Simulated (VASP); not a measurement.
# CrO2: magnetic orders, part 2 of 3

Is CrO2 a ferromagnet or an antiferromagnet at this level? The start is a cell from a database of measured crystal structures.

VASP 6.6.1, plane waves and PAW; the level of theory is named at each step.

Still holding for the runs below: The magnetic state follows from one typed start and may not be the lowest.

So far: The structure; Magnetic order, start order fm, signs ++.

### 2. Magnetic order, start order fm, signs ++ (continued)

Level of this step: r2SCAN, DFT+U (Cr d 4 eV), spin-polarised, from parallel moments; plane waves and PAW (Cr_pv, O) (VASP).

Valence density in the ab plane at fractional z = 0.000, with atoms of Cr and O within 0.2 Å of it. It is the smooth field of the valence electrons, not physical close to the nuclei.

Ten even steps from '0' (0 e/Å³) to '9' (11 e/Å³), each cell a mean:
```
85100000000026
32000000000012
00000000123100
00000000256300
00000000255200
00000000122100
00000000000000
00011100000000
00034310000000
00146410000000
00134310000000
11011000000001
63100000000025
96100000000038
```
Columns run along a (4.4 Å), rows up along b (4.4 Å). Atoms in or near the plane, at fractional coordinates: Cr at (0.00, 0.00), O at (0.70, 0.70), O at (0.30, 0.30).

The largest moment at the end is 2.59 μB, and the moments of the cell sum to 4.00 μB.

### 3. Magnetic order, start order AFM 1, signs +-

This step: r2SCAN, DFT+U (Cr d 4 eV), spin-polarised, from moments of both signs; plane waves and PAW (Cr_pv, O) (VASP 6.6.1).

The input, INCAR:

```
SYSTEM = CrO2
PREC = Accurate
ENCUT = 480
EDIFF = 1E-06
NELM = 150
ISMEAR = 0
SIGMA = 0.05
LREAL = .FALSE.
ALGO = Normal
METAGGA = R2SCAN
LASPH = .TRUE.
NBANDS = 33
ISPIN = 2
MAGMOM = 3 -3 0 0 0 0
LDAU = .TRUE.
LDAUTYPE = 2
LDAUL = 2 -1
LDAUU = 4 0
LDAUJ = 0 0
LDAUPRINT = 1
LMAXMIX = 4
LORBIT = 11
LWAVE = .FALSE.
LCHARG = .TRUE.
KPAR = 2
AMIX = 0.2
BMIX = 1E-04
AMIX_MAG = 0.8
BMIX_MAG = 1E-04
```

The input, POSCAR:

```
CrO2
1.0
    4.4210000000      0.0000000000      0.0000000000
    0.0000000000      4.4210000000      0.0000000000
    0.0000000000      0.0000000000      2.9170000000
Cr O
2 4
Direct
    0.5000000000      0.5000000000      0.5000000000
    0.0000000000      0.0000000000      0.0000000000
    0.8010000000      0.1990000000      0.5000000000
    0.6990000000      0.6990000000      0.0000000000
    0.1990000000      0.8010000000      0.5000000000
    0.3010000000      0.3010000000      0.0000000000
```

The input, KPOINTS:

```
Automatic mesh
0
Gamma
4 4 6
0 0 0
```

PAW data sets: Cr_pv and O (PBE family, release 64).

On the command line:

```console
$ mpirun -np 2 vasp_std
```

Output:

```text
[banner, memory and clock lines left out]
running    2 mpi-ranks, on    1 nodes
 distrk:  each k-point on    1 cores,    2 groups
 distr:  one band on    1 cores,    1 groups

 POSCAR found type information on POSCAR CrO
 POSCAR found :  2 types and       6 ions
 [... a notice as in an earlier step ...]

 LDA part: xc-table for (None), standard interpolation
 POSCAR, INCAR and KPOINTS ok, starting setup
 FFT: planning ... GRIDC
 FFT: planning ... GRID_SOFT
 FFT: planning ... GRID
 WAVECAR not read
 entering main loop
       N       E                     dE             d eps       ncg     rms          rms(c)
DAV:   1     0.573881245806E+03    0.57388E+03   -0.25326E+04  3168   0.158E+03
DAV:   2    -0.329479782876E+02   -0.60683E+03   -0.55961E+03  3440   0.489E+02
DAV:   3    -0.868238225719E+02   -0.53876E+02   -0.52498E+02  3447   0.157E+02
DAV:   4    -0.880430583880E+02   -0.12192E+01   -0.11991E+01  3935   0.233E+01
DAV:   5    -0.880785171620E+02   -0.35459E-01   -0.35357E-01  4155   0.369E+00    0.438E+01
DAV:   6    -0.594586346747E+02    0.28620E+02   -0.28975E+01  3971   0.568E+01    0.214E+01
DAV:   7    -0.603894206183E+02   -0.93079E+00   -0.12258E+01  3941   0.306E+01    0.172E+01
DAV:   8    -0.602792730076E+02    0.11015E+00   -0.16883E+00  3652   0.168E+01    0.142E+01
DAV:   9    -0.605853009593E+02   -0.30603E+00   -0.63829E-01  4422   0.133E+01    0.277E+01
DAV:  10    -0.607641458987E+02   -0.17884E+00   -0.31085E-01  3565   0.346E+00    0.162E+02
DAV:  11    -0.607274455429E+02    0.36700E-01   -0.89889E-02  4226   0.416E+00    0.522E+01
DAV:  12    -0.606091283407E+02    0.11832E+00   -0.27039E-01  4489   0.658E+00    0.760E+00
DAV:  13    -0.606263107652E+02   -0.17182E-01   -0.30419E-02  3740   0.214E+00    0.942E+00
DAV:  14    -0.606268996786E+02   -0.58891E-03   -0.19440E-02  3852   0.210E+00    0.762E+00
DAV:  15    -0.606298224413E+02   -0.29228E-02   -0.53447E-03  3712   0.692E-01    0.748E+00
DAV:  16    -0.606312761487E+02   -0.14537E-02   -0.60686E-04  3799   0.233E-01    0.747E+00
DAV:  17    -0.606312844411E+02   -0.82923E-05   -0.10249E-04  3841   0.945E-02    0.749E+00
DAV:  18    -0.606320146452E+02   -0.73020E-03   -0.20898E-04  4221   0.164E-01    0.777E+00
DAV:  19    -0.606327038601E+02   -0.68921E-03   -0.52451E-04  4238   0.285E-01    0.819E+00
DAV:  20    -0.606328260139E+02   -0.12215E-03   -0.11400E-04  3840   0.763E-02    0.832E+00
DAV:  21    -0.606328498217E+02   -0.23808E-04   -0.32865E-06  3058   0.134E-02    0.836E+00
DAV:  22    -0.606328673113E+02   -0.17490E-04   -0.32954E-06  3688   0.122E-02    0.847E+00
DAV:  23    -0.606328162699E+02    0.51041E-04   -0.15997E-06  2901   0.169E-02    0.833E+00
DAV:  24    -0.606327484048E+02    0.67865E-04   -0.22437E-06  3453   0.110E-02    0.805E+00
DAV:  25    -0.606325878595E+02    0.16055E-03   -0.66511E-06  4091   0.236E-02    0.740E+00
DAV:  26    -0.606320295907E+02    0.55827E-03   -0.56840E-05  4505   0.855E-02    0.468E+00
DAV:  27    -0.606318602543E+02    0.16934E-03   -0.29896E-05  4044   0.536E-02    0.342E+00
DAV:  28    -0.606316947683E+02    0.16549E-03   -0.37132E-05  4614   0.930E-02    0.213E+00
DAV:  29    -0.606315984594E+02    0.96309E-04   -0.29972E-05  4470   0.716E-02    0.111E+00
DAV:  30    -0.606315572704E+02    0.41189E-04   -0.10163E-05  4083   0.358E-02    0.456E-01
DAV:  31    -0.606315396997E+02    0.17571E-04   -0.28162E-06  3612   0.191E-02    0.143E-01
DAV:  32    -0.606315316121E+02    0.80876E-05   -0.18586E-06  3372   0.142E-02    0.121E-02
DAV:  33    -0.606315288304E+02    0.27817E-05   -0.10326E-06  2211   0.903E-03    0.131E-02
DAV:  34    -0.606315287050E+02    0.12543E-06   -0.32138E-07  1656   0.394E-03
   1 F= -.60631529E+02 E0= -.60631529E+02  d E =-.668184E-08  mag=     0.0000
```

Run time: 1.8 min. Hardware: 2 MPI ranks of Intel Xeon 6975P-C (Granite Rapids), shared host; peak memory 0.42 GiB.

OUTCAR, selected parts (step 3):

```text
 Found     24 irreducible k-points:

   NELECT =      48.0000    total number of electrons

atom =   1  type =  1  l = 2

 onsite density matrix

spin component  1

  0.6351  0.0000 -0.2739  0.0000  0.0000
  0.0000  0.6694  0.0000 -0.2967  0.0000
 -0.2739  0.0000  0.7368  0.0000 -0.0000
  0.0000 -0.2967  0.0000  0.6694  0.0000
  0.0000  0.0000 -0.0000  0.0000  0.2579

spin component  2

  0.2535  0.0000  0.1246  0.0000 -0.0000
  0.0000  0.1983  0.0000  0.1195  0.0000
  0.1246  0.0000  0.1371  0.0000 -0.0000
  0.0000  0.1195  0.0000  0.1983  0.0000
 -0.0000  0.0000 -0.0000  0.0000  0.1299

 occupancies and eigenvectors

  o =  0.0578  v =  0.0000  0.0000  0.0000  0.0000  0.0000 -0.5370  0.0000  0.8436 -0.0000  0.0000      0.0000  0.0000  0.0000  0.0000  0.0000  0.0000  0.0000  0.0000  0.0000  0.0000
  o =  0.0788  v =  0.0000  0.0000  0.0000  0.0000  0.0000 -0.0000 -0.7071  0.0000  0.7071  0.0000      0.0000  0.0000  0.0000  0.0000  0.0000  0.0000  0.0000  0.0000  0.0000  0.0000
  o =  0.1299  v =  0.0000  0.0000  0.0000  0.0000  0.0000  0.0000  0.0000 -0.0000 -0.0000  1.0000      0.0000  0.0000  0.0000  0.0000  0.0000  0.0000  0.0000  0.0000  0.0000  0.0000
  o =  0.2579  v =  0.0000 -0.0000  0.0000  0.0000  1.0000  0.0000  0.0000  0.0000  0.0000  0.0000      0.0000  0.0000  0.0000  0.0000  0.0000  0.0000  0.0000  0.0000  0.0000  0.0000
  o =  0.3178  v =  0.0000  0.0000  0.0000  0.0000  0.0000  0.0000  0.7071  0.0000  0.7071  0.0000      0.0000  0.0000  0.0000  0.0000  0.0000  0.0000  0.0000  0.0000  0.0000  0.0000
  o =  0.3328  v =  0.0000  0.0000  0.0000  0.0000  0.0000 -0.8436  0.0000 -0.5370  0.0000  0.0000      0.0000  0.0000  0.0000  0.0000  0.0000  0.0000  0.0000  0.0000  0.0000  0.0000
  o =  0.3727  v =  0.0000 -0.7071  0.0000 -0.7071 -0.0000  0.0000  0.0000  0.0000  0.0000  0.0000      0.0000  0.0000  0.0000  0.0000  0.0000  0.0000  0.0000  0.0000  0.0000  0.0000
  o =  0.4075  v = -0.7689  0.0000 -0.6393  0.0000  0.0000  0.0000  0.0000  0.0000  0.0000  0.0000      0.0000  0.0000  0.0000  0.0000  0.0000  0.0000  0.0000  0.0000  0.0000  0.0000
  o =  0.9645  v = -0.6393  0.0000  0.7689  0.0000 -0.0000  0.0000  0.0000  0.0000  0.0000  0.0000      0.0000  0.0000  0.0000  0.0000  0.0000  0.0000  0.0000  0.0000  0.0000  0.0000
  o =  0.9661  v =  0.0000  0.7071  0.0000 -0.7071  0.0000  0.0000  0.0000  0.0000  0.0000  0.0000      0.0000  0.0000  0.0000  0.0000  0.0000  0.0000  0.0000  0.0000  0.0000  0.0000

atom =   2  type =  1  l = 2

 onsite density matrix

spin component  1

  0.2535  0.0000 -0.1246  0.0000 -0.0000
  0.0000  0.1983  0.0000 -0.1195  0.0000
 -0.1246  0.0000  0.1371  0.0000  0.0000
  0.0000 -0.1195  0.0000  0.1983  0.0000
 -0.0000  0.0000  0.0000  0.0000  0.1299

spin component  2

  0.6351  0.0000  0.2739  0.0000  0.0000
  0.0000  0.6694  0.0000  0.2967  0.0000
  0.2739  0.0000  0.7368  0.0000  0.0000
  0.0000  0.2967  0.0000  0.6694  0.0000
  0.0000  0.0000  0.0000  0.0000  0.2579

 occupancies and eigenvectors

  o =  0.0578  v = -0.5370  0.0000 -0.8436  0.0000  0.0000  0.0000  0.0000  0.0000  0.0000  0.0000      0.0000  0.0000  0.0000  0.0000  0.0000  0.0000  0.0000  0.0000  0.0000  0.0000
  o =  0.0788  v = -0.0000 -0.7071 -0.0000 -0.7071  0.0000  0.0000  0.0000  0.0000  0.0000  0.0000      0.0000  0.0000  0.0000  0.0000  0.0000  0.0000  0.0000  0.0000  0.0000  0.0000
  o =  0.1299  v = -0.0000 -0.0000 -0.0000 -0.0000 -1.0000  0.0000  0.0000  0.0000  0.0000  0.0000      0.0000  0.0000  0.0000  0.0000  0.0000  0.0000  0.0000  0.0000  0.0000  0.0000
  o =  0.2579  v =  0.0000  0.0000  0.0000  0.0000  0.0000  0.0000 -0.0000 -0.0000  0.0000  1.0000      0.0000  0.0000  0.0000  0.0000  0.0000  0.0000  0.0000  0.0000  0.0000  0.0000
  o =  0.3178  v = -0.0000 -0.7071  0.0000  0.7071 -0.0000  0.0000  0.0000  0.0000  0.0000  0.0000      0.0000  0.0000  0.0000  0.0000  0.0000  0.0000  0.0000  0.0000  0.0000  0.0000
  o =  0.3328  v = -0.8436  0.0000  0.5370 -0.0000  0.0000  0.0000  0.0000  0.0000  0.0000  0.0000      0.0000  0.0000  0.0000  0.0000  0.0000  0.0000  0.0000  0.0000  0.0000  0.0000
  o =  0.3727  v =  0.0000  0.0000  0.0000  0.0000  0.0000  0.0000  0.7071  0.0000 -0.7071  0.0000      0.0000  0.0000  0.0000  0.0000  0.0000  0.0000  0.0000  0.0000  0.0000  0.0000
  o =  0.4075  v =  0.0000  0.0000  0.0000  0.0000  0.0000 -0.7689  0.0000  0.6393  0.0000  0.0000      0.0000  0.0000  0.0000  0.0000  0.0000  0.0000  0.0000  0.0000  0.0000  0.0000
  o =  0.9645  v =  0.0000  0.0000  0.0000  0.0000  0.0000 -0.6393  0.0000 -0.7689  0.0000 -0.0000      0.0000  0.0000  0.0000  0.0000  0.0000  0.0000  0.0000  0.0000  0.0000  0.0000
  o =  0.9661  v =  0.0000  0.0000  0.0000  0.0000  0.0000  0.0000 -0.7071  0.0000 -0.7071 -0.0000      0.0000  0.0000  0.0000  0.0000  0.0000  0.0000  0.0000  0.0000  0.0000  0.0000

 E-fermi :   4.9831

 spin component 1
 k-point     1 :       0.0000    0.0000    0.0000
  band No.  band energies     occupation
    ...
     20       2.0732      1.00000
     21       3.8055      1.00000
     22       4.2046      1.00000
     23       4.2758      1.00000
     24       4.8139      1.00000
     25       5.1717      0.00000
     26       5.6713      0.00000
     27       6.9741      0.00000
     28       8.0545      0.00000
     29       8.4513      0.00000
    ...

 k-point     2 :       0.2500    0.0000    0.0000
  band No.  band energies     occupation
    ...
     20       2.5773      1.00000
     21       3.2233      1.00000
     22       3.7395      1.00000
     23       3.8388      1.00000
     24       4.5275      1.00000
     25       5.1811      0.00000
     26       6.0383      0.00000
     27       7.8996      0.00000
     28       8.4437      0.00000
     29       8.5261      0.00000
    ...

 k-point     3 :       0.5000    0.0000    0.0000
  band No.  band energies     occupation
    ...
     20       2.5482      1.00000
     21       2.7359      1.00000
     22       3.7260      1.00000
     23       3.9296      1.00000
     24       3.9519      1.00000
     25       5.1868      0.00000
     26       6.3032      0.00000
     27       8.4000      0.00000
     28       8.6075      0.00000
     29       9.0404      0.00000
    ...

 k-point     4 :       0.2500    0.2500    0.0000
  band No.  band energies     occupation
    ...
     20       2.3343      1.00000
     21       2.9677      1.00000
     22       3.2488      1.00000
     23       3.4619      1.00000
     24       4.2333      1.00000
     25       5.1770      0.00000
     26       6.3765      0.00000
     27       7.4102      0.00000
     28       8.5972      0.00000
     29       8.8600      0.00000
    ...

  Total        1.1169149      1.1169149      3.4874634      0.0000000      0.0000000      0.0000000
  in kB       31.3872454     31.3872454     98.0037711      0.0000000      0.0000000      0.0000000
  external PRESSURE =      53.5927540 kB  Pullay stress =       0.0000000 kB

 POSITION                                       TOTAL-FORCE (eV/Angst)
 -----------------------------------------------------------------------------------
      2.21050      2.21050      1.45850         0.000000     -0.000000      0.000000
      0.00000      0.00000      0.00000         0.000000     -0.000000      0.000000
      3.54122      0.87978      1.45850        -0.175526      0.175526      0.000000
      3.09028      3.09028      0.00000         0.175526      0.175526      0.000000
      0.87978      3.54122      1.45850         0.175526     -0.175526      0.000000
      1.33072      1.33072      0.00000        -0.175526     -0.175526     -0.000000
 -----------------------------------------------------------------------------------
    total drift:                                0.000000     -0.000000     -0.000000

  FREE ENERGIE OF THE ION-ELECTRON SYSTEM (eV)
  ---------------------------------------------------
  free  energy   TOTEN  =       -60.6315287050 eV

  energy  without entropy=      -60.6315286983  energy(sigma->0) =      -60.63152870

 total charge
# of ion       s       p       d       tot
------------------------------------------
    1        0.654   6.472   3.850  10.977
    2        0.654   6.472   3.850  10.977
    3        1.579   3.524   0.000   5.103
    4        1.579   3.524   0.000   5.103
    5        1.579   3.524   0.000   5.103
    6        1.579   3.524   0.000   5.103
--------------------------------------------------
tot          7.626  27.040   7.700  42.366

 magnetization (x)
# of ion       s       p       d       tot
------------------------------------------
    1        0.101   0.020   2.050   2.170
    2       -0.101  -0.020  -2.050  -2.170
    3       -0.001  -0.027   0.000  -0.027
    4        0.001   0.027   0.000   0.027
    5       -0.001  -0.027   0.000  -0.027
    6        0.001   0.027   0.000   0.027
--------------------------------------------------
tot          0.000   0.000  -0.000  -0.000

[... 9 parts as in an earlier step ...]

[... 5 further parts left out ...]
```

The gap is read on the k-mesh alone, so it is an upper bound where the band edges lie off the mesh.

A gap read on the k-mesh alone can miss the band edges.

Numbers from this step:

| Property | Result |
| --- | --- |
| electronic cycles | 34 |
| free energy (TOTEN) | -60.6315 eV |
| Fermi energy | 4.983 eV |
| labelled metallic, from the levels on this mesh | no |
| gap on the k-mesh | 0.3572 eV |
| least direct gap on the k-mesh | 0.3578 eV |

Spin moment in the PAW sphere by atom:

| atom | spin moment in the PAW sphere (μB) |
| --- | --- |
| Cr1 | 2.17 |
| Cr2 | -2.17 |
| O3 | -0.03 |
| O4 | 0.03 |
| O5 | -0.03 |
| O6 | 0.03 |

Force by atom:

| atom | x (eV/Å) | y (eV/Å) | z (eV/Å) | size |
| --- | --- | --- | --- | --- |
| Cr1 | 0.000 | 0.000 | 0.000 | 0.000 |
| Cr2 | 0.000 | 0.000 | 0.000 | 0.000 |
| O3 | -0.176 | 0.176 | 0.000 | 0.248 |
| O4 | 0.176 | 0.176 | 0.000 | 0.248 |
| O5 | 0.176 | -0.176 | 0.000 | 0.248 |
| O6 | -0.176 | -0.176 | 0.000 | 0.248 |

Spin density in the ab plane at fractional z = 0.000, with atoms of Cr and O within 0.2 Å of it.

Values in e/Å³, 14 rows by 14 columns, each cell a mean:
```
-2.0 -1.5 -0.5 -0.1  0.0  0.0  0.0  0.0  0.0  0.0  0.0  0.0 -0.2 -1.2
-0.7 -0.8 -0.3 -0.1  0.0  0.0  0.0  0.0  0.0  0.0  0.0  0.0  0.0 -0.2
-0.1 -0.1 -0.1  0.0  0.0  0.0  0.0  0.0  0.0  0.1  0.1  0.0  0.0  0.0
 0.0  0.0  0.0  0.0  0.0  0.0  0.0  0.0  0.0  0.1  0.1  0.1  0.0  0.0
 0.0  0.0  0.0  0.0  0.0  0.0  0.0  0.0  0.0  0.0  0.1  0.1  0.0  0.0
 0.0  0.0  0.0  0.0  0.0  0.0  0.0  0.0  0.0  0.0  0.0  0.0  0.0  0.0
 0.0  0.0  0.0  0.0  0.0  0.0  0.0  0.0  0.0  0.0  0.0  0.0  0.0  0.0
 0.0  0.0  0.0  0.0  0.0  0.0  0.0  0.0  0.0  0.0  0.0  0.0  0.0  0.0
 0.0  0.0  0.0  0.1  0.1  0.0  0.0  0.0  0.0  0.0  0.0  0.0  0.0  0.0
 0.0  0.0  0.0  0.1  0.1  0.1  0.0  0.0  0.0  0.0  0.0  0.0  0.0  0.0
 0.0  0.0  0.0  0.1  0.1  0.1  0.0  0.0  0.0  0.0  0.0  0.0 -0.1 -0.1
-0.2  0.0  0.0  0.0  0.0  0.0  0.0  0.0  0.0  0.0  0.0 -0.1 -0.3 -0.5
-1.3 -0.5  0.0  0.0  0.0  0.0  0.0  0.0  0.0  0.0  0.0 -0.1 -0.8 -1.5
-2.6 -1.3 -0.2  0.0  0.0  0.0  0.0  0.0  0.0  0.0  0.0 -0.1 -0.7 -2.0
```
Columns run along a (4.4 Å), rows up along b (4.4 Å). Atoms in or near the plane, at fractional coordinates: Cr at (0.00, 0.00), O at (0.70, 0.70), O at (0.30, 0.30).

Valence density in the ab plane at fractional z = 0.000, with atoms of Cr and O within 0.2 Å of it. It is the smooth field of the valence electrons, not physical close to the nuclei.

Ten even steps from '0' (0 e/Å³) to '9' (11 e/Å³), each cell a mean:
```
85100000000026
32000000000012
00000000123100
00000000256300
00000000255200
00000000122100
00000000000000
00011100000000
00034310000000
00146410000000
00134310000000
11011000000001
63100000000025
96100000000038
```
Columns run along a (4.4 Å), rows up along b (4.4 Å). Atoms in or near the plane, at fractional coordinates: Cr at (0.00, 0.00), O at (0.70, 0.70), O at (0.30, 0.30).

The largest moment at the end is 2.17 μB, and the moments of the cell sum to 0.00 μB.

[end of part 2 of 3]

[Lines on the potential files, build, host, timing and source positions are cut from VASP's logs without a mark.]

[Logs are printed without paths, hosts, clocks, repeated set-up lines and the standing remarks that a program may print on its own settings, such as how far it seeks lower states.]

[Hosts, paths, dates, database ids (printed as entryN), source tags and the programs' standing remarks are cut or masked in the printed files.]

[In band tables of VASP the shares of atoms and orbitals are scaled to a sum of 1 inside the atoms' spheres.]

[Runs that stopped without an error message from VASP are left out.]
